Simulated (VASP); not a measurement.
These are r2SCAN meta-GGA, VASP's PBE PAW potentials (set 64) (plane waves; VASP) values and carry that method's errors.

The input files of a VASP run:

### POSCAR
```
Li
1
   -1.7281284345     1.7281284345     1.7281284345
    1.7281284345    -1.7281284345     1.7281284345
    1.7281284345     1.7281284345    -1.7281284345
Li
1
Direct
  0.0000000000   0.0000000000   0.0000000000
```

KPOINTS:
```
Automatic mesh
0
Gamma
17 17 17
0 0 0
```

### KPOINTS_OPT
```
k-points along high-symmetry lines
10
Line-mode
Reciprocal
  0.000000   0.000000   0.000000 ! GAMMA
  0.500000  -0.500000   0.500000 ! H

  0.500000  -0.500000   0.500000 ! H
  0.000000  -0.000000   0.500000 ! N

  0.000000  -0.000000   0.500000 ! N
  0.000000   0.000000   0.000000 ! GAMMA

  0.000000   0.000000   0.000000 ! GAMMA
  0.250000   0.250000   0.250000 ! P

  0.250000   0.250000   0.250000 ! P
  0.500000  -0.500000   0.500000 ! H

  0.250000   0.250000   0.250000 ! P
  0.000000  -0.000000   0.500000 ! N
```

INCAR:
```
! general
SYSTEM  = Li
PREC    = Accurate
ENCUT   = 520   ! plane-wave cut-off (eV)
LREAL   = .FALSE.
LASPH   = .TRUE.

! electronic loop
EDIFF   = 1E-7
NELM    = 100
ALGO    = Normal
LMIXTAU = .TRUE.

! smearing
ISMEAR  = -5   ! tetrahedra, Bloechl

! functional
METAGGA = R2SCAN

! ions
ISIF    = 2

! output
LWAVE   = .FALSE.
LCHARG  = .FALSE.
LORBIT  = 11
NEDOS   = 601
```

POTCAR, in this order: Li_sv (PBE.64 set). Program: vasp_std.

The resulting files:

File OSZICAR:
```
       N       E                     dE             d eps       ncg     rms          rms(c)
DAV:   1     0.239782620055E+00    0.23978E+00   -0.69927E+02  1660   0.422E+02
DAV:   2    -0.250981049574E+01   -0.27496E+01   -0.26166E+01  2315   0.661E+01
DAV:   3    -0.265702602109E+01   -0.14722E+00   -0.14697E+00  2055   0.105E+01
DAV:   4    -0.266012081288E+01   -0.30948E-02   -0.30860E-02  2135   0.158E+00
DAV:   5    -0.266014888627E+01   -0.28073E-04   -0.28072E-04  2135   0.137E-01    0.131E-01
DAV:   6    -0.224642285486E+01    0.41373E+00   -0.16450E-01  2395   0.283E+00    0.342E-01
DAV:   7    -0.224335721879E+01    0.30656E-02   -0.13699E-02  2245   0.144E+00    0.256E-01
DAV:   8    -0.235824680710E+01   -0.11489E+00   -0.35823E-02  1945   0.246E+00    0.459E-02
DAV:   9    -0.238181080435E+01   -0.23564E-01   -0.12738E-02  1780   0.186E+00    0.257E-02
DAV:  10    -0.237758396974E+01    0.42268E-02   -0.23756E-03  1650   0.785E-01    0.248E-02
DAV:  11    -0.238113144870E+01   -0.35475E-02   -0.13365E-03  1660   0.622E-01    0.589E-03
DAV:  12    -0.238034226278E+01    0.78919E-03   -0.48766E-04  1765   0.347E-01    0.316E-03
DAV:  13    -0.238038911909E+01   -0.46856E-04   -0.12225E-04  1670   0.183E-01    0.242E-03
DAV:  14    -0.238042333268E+01   -0.34214E-04   -0.42946E-06  2210   0.210E-02    0.681E-04
DAV:  15    -0.238045423243E+01   -0.30900E-04   -0.62583E-06  1660   0.312E-02    0.331E-04
DAV:  16    -0.238044638261E+01    0.78498E-05   -0.76545E-07  1680   0.937E-03    0.474E-04
DAV:  17    -0.238044851185E+01   -0.21292E-05   -0.31476E-08  2060   0.223E-03    0.363E-04
DAV:  18    -0.238047444472E+01   -0.25933E-04   -0.11064E-06  1785   0.107E-02    0.297E-04
DAV:  19    -0.238046304358E+01    0.11401E-04   -0.22505E-07  1710   0.712E-03    0.282E-04
DAV:  20    -0.238046289473E+01    0.14884E-06   -0.96790E-09   890   0.115E-03    0.234E-04
DAV:  21    -0.238046347325E+01   -0.57852E-06   -0.19659E-09   855   0.481E-04    0.173E-04
DAV:  22    -0.238046470334E+01   -0.12301E-05   -0.33693E-09   840   0.731E-04    0.625E-05
DAV:  23    -0.238046528845E+01   -0.58511E-06   -0.16622E-09   840   0.414E-04    0.368E-05
DAV:  24    -0.238046540314E+01   -0.11469E-06   -0.67539E-10   825   0.200E-04    0.342E-05
DAV:  25    -0.238046563204E+01   -0.22889E-06   -0.40565E-10   825   0.162E-04    0.227E-05
DAV:  26    -0.238046589052E+01   -0.25848E-06   -0.35069E-10   825   0.155E-04    0.109E-05
DAV:  27    -0.238046602675E+01   -0.13623E-06   -0.25779E-10   825   0.143E-04    0.225E-06
DAV:  28    -0.238046602139E+01    0.53651E-08   -0.10265E-10   825   0.974E-05
   1 F= -.23804660E+01 E0= -.23804660E+01  d E =0.000000E+00
       N       E                     dE             ncg
```

File OUTCAR:
```
------------------------ aborting loop because EDIFF is reached ----------------------------------------
  FORCE on cell =-STRESS in cart. coord.  units (eV):
  Direction    XX          YY          ZZ          XY          YZ          ZX
  --------------------------------------------------------------------------------------
  Total       -0.0042937     -0.0042937     -0.0042937     -0.0000000      0.0000000     -0.0000000
  in kB       -0.3332373     -0.3332373     -0.3332373     -0.0000000      0.0000000     -0.0000000
  external PRESSURE =      -0.3332373 kB  Pullay stress =       0.0000000 kB
  volume of cell :       20.64
      direct lattice vectors                 reciprocal lattice vectors
    -1.728128435  1.728128435  1.728128435     0.000000000  0.289330347  0.289330347
     1.728128435 -1.728128435  1.728128435     0.289330347  0.000000000  0.289330347
     1.728128435  1.728128435 -1.728128435     0.289330347  0.289330347  0.000000000
 POSITION                                       TOTAL-FORCE (eV/Angst)
 -----------------------------------------------------------------------------------
      0.00000      0.00000      0.00000         0.000000     -0.000000      0.000000
 -----------------------------------------------------------------------------------
    total drift:                               -0.000000     -0.000000      0.000000
  FREE ENERGIE OF THE ION-ELECTRON SYSTEM (eV)
  ---------------------------------------------------
  free  energy   TOTEN  =        -2.3804660214 eV

  energy  without entropy=       -2.3804660214  energy(sigma->0) =       -2.38046602

 total charge

# of ion       s       p       d       tot
------------------------------------------
    1        2.030   0.016   0.000   2.047
```
(Selected blocks of OUTCAR.)

For a metal the tetrahedron method with Blöchl corrections gives inexact stress and forces.

The compound is Li in the bcc structure. It was relaxed first.
